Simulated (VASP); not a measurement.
Output of a VASP run:

### OUTCAR
```
 ion  position               nearest neighbor table
   1  0.667  0.333  0.500-   4 1.89   4 1.89   4 1.89   3 1.90   2 3.09   2 3.09   2 3.09   2 3.09
                             2 3.09   2 3.09
   2  0.333  0.667  1.000-   3 1.89   3 1.89   3 1.89   4 1.90   1 3.09   1 3.09   1 3.09   1 3.09
                             1 3.09   1 3.09
   3  0.667  0.333  0.875-   2 1.89   2 1.89   2 1.89   1 1.90
   4  0.333  0.667  0.375-   1 1.89   1 1.89   1 1.89   2 1.90
  LATTYP: Found a hexagonal cell.
 ALAT       =     3.0815412643
 C/A-ratio  =     1.6416987499
 Subroutine PRICEL returns:
 Original cell was already a primitive cell.
 Subroutine GETGRP returns: Found 12 space group operations
The static configuration has the point symmetry C_3v.
 The point group associated with its full space group is C_6v.
The dynamic configuration has the point symmetry C_3v.
 Subroutine INISYM returns: Found 12 space group operations
 Subroutine IBZKPT returns following result:
 Found     30 irreducible k-points:

 Following reciprocal coordinates:
            Coordinates               Weight
  0.000000  0.000000  0.000000      1.000000
  0.125000  0.000000  0.000000      6.000000
  0.250000  0.000000  0.000000      6.000000
  0.375000  0.000000  0.000000      6.000000
  0.500000  0.000000  0.000000      3.000000
  0.125000  0.125000  0.000000      6.000000
  0.250000  0.125000  0.000000     12.000000
  0.375000  0.125000  0.000000     12.000000
  0.250000  0.250000  0.000000      6.000000
  0.375000  0.250000  0.000000      6.000000
  0.000000  0.000000  0.250000      2.000000
  0.125000  0.000000  0.250000     12.000000
  0.250000  0.000000  0.250000     12.000000
  0.375000  0.000000  0.250000     12.000000
  0.500000  0.000000  0.250000      6.000000
  0.125000  0.125000  0.250000     12.000000
  0.250000  0.125000  0.250000     24.000000
  0.375000  0.125000  0.250000     24.000000
  0.250000  0.250000  0.250000     12.000000
  0.375000  0.250000  0.250000     12.000000
  0.000000  0.000000  0.500000      1.000000
  0.125000  0.000000  0.500000      6.000000
  0.250000  0.000000  0.500000      6.000000
  0.375000  0.000000  0.500000      6.000000
  0.500000  0.000000  0.500000      3.000000
  0.125000  0.125000  0.500000      6.000000
  0.250000  0.125000  0.500000     12.000000
  0.375000  0.125000  0.500000     12.000000
  0.250000  0.250000  0.500000      6.000000
  0.375000  0.250000  0.500000      6.000000
   k-points           NKPTS =     30   k-points in BZ     NKDIM =     30   number of bands    NBANDS=     12
   number of dos      NEDOS =    301   number of ions     NIONS =      4
   total plane-waves  NPLWV =  23040
   dimension x,y,z NGX =    24 NGY =   24 NGZ =   40
   dimension x,y,z NGXF=    48 NGYF=   48 NGZF=   80
   ions per type =               2   2
   PREC   = accura    normal or accurate (medium, high low for compatibility)
   ISTART =      0    job   : 0-new  1-cont  2-samecut
   ICHARG =      2    charge: 1-file 2-atom 10-const
   ISPIN  =      1    spin polarized calculation?
   LNONCOLLINEAR =      F non collinear calculations
   LSORBIT =      F    spin-orbit coupling
   INIWAV =      1    electr: 0-lowe 1-rand  2-diag
   ENCUT  =  520.0 eV  38.22 Ry    6.18 a.u.   5.73  5.73  9.41*2*pi/ulx,y,z
   NELM   =    100;   NELMIN=  2; NELMDL= -5     # of ELM steps
   EDIFF  = 0.1E-05   stopping-criterion for ELM
   LREAL  =      F    real-space projection
   NLSPLINE    = F    spline interpolate recip. space projectors
   LMAXMIX     =    2 max onsite mixed and CHGCAR
   VOSKOWN=      0    Vosko Wilk Nusair interpolation
   EDIFFG = -.2E-01   stopping-criterion for IOM
   NSW    =     60    number of steps for IOM
   NBLOCK =      1;   KBLOCK =     60    inner block; outer block
   IBRION =      2    ionic relax: 0-MD 1-quasi-New 2-CG
   NFREE  =      1    steps in history (QN), initial steepest desc. (CG)
   ISIF   =      3    stress and relaxation
   ISYM   =      2    0-nonsym 1-usesym 2-fastsym
   TEIN   =    0.0    initial temperature
...
```

OSZICAR:
```
       N       E                     dE             d eps       ncg     rms          rms(c)
DAV:   1     0.365347202926E+02    0.36535E+02   -0.74794E+03   720   0.120E+03
DAV:   2    -0.306727015110E+02   -0.67207E+02   -0.61686E+02  1008   0.191E+02
DAV:   3    -0.337642243964E+02   -0.30915E+01   -0.30736E+01   956   0.411E+01
DAV:   4    -0.338006242324E+02   -0.36400E-01   -0.36365E-01   888   0.520E+00
DAV:   5    -0.338012615320E+02   -0.63730E-03   -0.63711E-03   932   0.661E-01    0.124E+01
DAV:   6    -0.302144074971E+02    0.35869E+01   -0.10654E+01   880   0.208E+01    0.553E+00
DAV:   7    -0.301227490361E+02    0.91658E-01   -0.90191E-01   904   0.633E+00    0.245E+00
DAV:   8    -0.301073259486E+02    0.15423E-01   -0.46798E-02   820   0.161E+00    0.537E-01
DAV:   9    -0.301066533082E+02    0.67264E-03   -0.62661E-03   872   0.610E-01    0.131E-01
DAV:  10    -0.301069172145E+02   -0.26391E-03   -0.73154E-04   844   0.193E-01    0.542E-02
DAV:  11    -0.301069300668E+02   -0.12852E-04   -0.11639E-04   852   0.840E-02    0.125E-02
DAV:  12    -0.301069312917E+02   -0.12249E-05   -0.42172E-06   868   0.168E-02    0.298E-03
DAV:  13    -0.301069317242E+02   -0.43256E-06   -0.21534E-07   520   0.399E-03
   1 F= -.30683466E+02 E0= -.30683466E+02  d E =-.306835E+02
```

**OUTCAR**
```
------------------------ aborting loop because EDIFF is reached ----------------------------------------
 Edisp (eV)   -0.57653
  FORCE on cell =-STRESS in cart. coord.  units (eV):
  Direction    XX          YY          ZZ          XY          YZ          ZX
  --------------------------------------------------------------------------------------
  Total       0.04506     0.04506    -0.05876     0.00000     0.00000     0.00000
  in kB       1.73540     1.73540    -2.26279     0.00000     0.00000     0.00000
  external pressure =        0.40 kB  Pullay stress =        0.00 kB
  volume of cell :       41.60
      direct lattice vectors                 reciprocal lattice vectors
     1.540770738 -2.668692957  0.000000000     0.324512913 -0.187357635  0.000000000
     1.540770738  2.668692957  0.000000000     0.324512913  0.187357635  0.000000000
     0.000000000  0.000000000  5.058962441     0.000000000  0.000000000  0.197668991
  FREE ENERGIE OF THE ION-ELECTRON SYSTEM (eV)
  ---------------------------------------------------
  free  energy   TOTEN  =       -30.6834661779 eV

  energy  without entropy=      -30.6834661779  energy(sigma->0) =      -30.68346618

 reached required accuracy - stopping structural energy minimisation
```
(Selected blocks of OUTCAR.)

**POSCAR**
```
SiC
1
    1.5407707378    -2.6686929567    -0.0000000000
    1.5407707378     2.6686929567     0.0000000000
    0.0000000000    -0.0000000000     5.0589624414
Si C
2 2
Direct
  0.6666670000   0.3333330000   0.4995660013
  0.3333330000   0.6666670000   0.9995660013
  0.6666670000   0.3333330000   0.8754339987
  0.3333330000   0.6666670000   0.3754339987
```

Problem. Reconstruct the remaining input files.

Solution. Several could match; the one computed here: the input of the run itself, PBE GGA with D3 dispersion (zero damping), plane waves, VASP's PBE PAW potentials (set 64).

INCAR:
```
SYSTEM=SiC
PREC=Accurate; ENCUT=520; LREAL=F
LASPH=T
EDIFF=1E-6; NELM=100; ALGO=Normal
ISMEAR=0; SIGMA=0.05
GGA=PE; IVDW=11
IBRION=2; NSW=60; ISIF=3
EDIFFG=-0.02
LWAVE=F; LCHARG=F
```

**KPOINTS**
```
Automatic
0
gamma
 8 8 4
0 0 0
```

POTCAR, in this order: Si C (PBE.64 set). Program: vasp_std.

The compound is SiC in the wurtzite structure, the rare 2H polytype. It was relaxed first. The start is the result of an earlier pass.
